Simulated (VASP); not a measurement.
VASP runs on WSi$_{2}$ (MoSi2 type) share one base input (PBE GGA, plane waves, VASP's PBE PAW potentials (set 64)) and change the settings named in each case.

File KPOINTS:
```
Automatic mesh
0
Gamma
12 12 12
0 0 0
```

POSCAR:
```
WSi2
1
   -1.6050000000     1.6050000000     3.9150000000
    1.6050000000    -1.6050000000     3.9150000000
    1.6050000000     1.6050000000    -3.9150000000
Si W
2 1
Direct
  0.6650000000   0.6650000000   0.0000000000
  0.3350000000   0.3350000000   0.0000000000
  0.0000000000   0.0000000000   0.0000000000
```

INCAR:
```
# general
SYSTEM  = WSi2
PREC    = Accurate
ENCUT   = 400
LREAL   = .FALSE.
LASPH   = .TRUE.

# electronic loop
EDIFF   = 1E-6
NELM    = 100
ALGO    = Normal
LMAXMIX = 6

# smearing
ISMEAR  = 1
SIGMA   = 0.1

# functional
GGA     = PE

# ions
ISIF    = 2

# output
LWAVE   = .FALSE.
LCHARG  = .FALSE.
```

POTCAR, in this order: Si W_sv (PBE.64 set). Program: vasp_std.

```csv
change,E(σ→0) (eV/atom),pressure (GPa),largest force (eV/Å),−TS (eV)
base run,-8.2683,3.91,0.139,0.0001
"LDAU = .TRUE., LDAUJ = 0 0, LDAUL = -1 2, LDAUTYPE = 2, LDAUU = 0 1.0",-7.8878,4.80,0.137,0.0001
"LDAU = .TRUE., LDAUJ = 0 0, LDAUL = -1 2, LDAUTYPE = 2, LDAUU = 0 2.0",-7.5089,5.73,0.132,0.0000
"LDAU = .TRUE., LDAUJ = 0 0, LDAUL = -1 2, LDAUTYPE = 2, LDAUU = 0 3.0",-7.1317,?,?,?
"LDAU = .TRUE., LDAUJ = 0 0, LDAUL = -1 2, LDAUTYPE = 2, LDAUU = 0 4.0",-6.7563,7.73,0.099,-0.0007
"LDAU = .TRUE., LDAUJ = 0 0, LDAUL = -1 2, LDAUTYPE = 2, LDAUU = 0 5.0",-6.3831,8.79,0.065,-0.0009
"LDAU = .TRUE., LDAUJ = 0 0, LDAUL = -1 2, LDAUTYPE = 2, LDAUU = 0 6.0",-6.0123,9.91,0.029,-0.0005
"LDAU = .TRUE., LDAUJ = 0 0, LDAUL = -1 2, LDAUTYPE = 2, LDAUU = 0 8.0",-5.2777,?,?,?
"LDAU = .TRUE., LDAUJ = 0 0, LDAUL = -1 2, LDAUTYPE = 2, LDAUU = 0 5.0, LMAXMIX = 2",-6.3831,8.79,0.066,-0.0009
```

Problem. What belongs in the gaps?

Solution. 
- LDAU = .TRUE., LDAUJ = 0 0, LDAUL = -1 2, LDAUTYPE = 2, LDAUU = 0 3.0, pressure (GPa): 6.70
- LDAU = .TRUE., LDAUJ = 0 0, LDAUL = -1 2, LDAUTYPE = 2, LDAUU = 0 3.0, largest force (eV/Å): 0.121
- LDAU = .TRUE., LDAUJ = 0 0, LDAUL = -1 2, LDAUTYPE = 2, LDAUU = 0 3.0, −TS (eV): -0.0003
- LDAU = .TRUE., LDAUJ = 0 0, LDAUL = -1 2, LDAUTYPE = 2, LDAUU = 0 8.0, pressure (GPa): 12.23
- LDAU = .TRUE., LDAUJ = 0 0, LDAUL = -1 2, LDAUTYPE = 2, LDAUU = 0 8.0, largest force (eV/Å): 0.009
- LDAU = .TRUE., LDAUJ = 0 0, LDAUL = -1 2, LDAUTYPE = 2, LDAUU = 0 8.0, −TS (eV): -0.0004

Energies of different potentials or functionals have different zeros. Unless said otherwise, spin-orbit coupling is left out, though it shifts the bands of the heavy elements here.

Left out are runs that ran out of time, are held back, or changed the cell or the kind of run, fixed moments of cells without a moment, rows past the twelfth, gaps on odd meshes, pressures of charged cells and columns that move by less than the noise.

The compound is WSi2 in the MoSi2 type structure. The cell was not relaxed at this level, forces remain on its atoms.
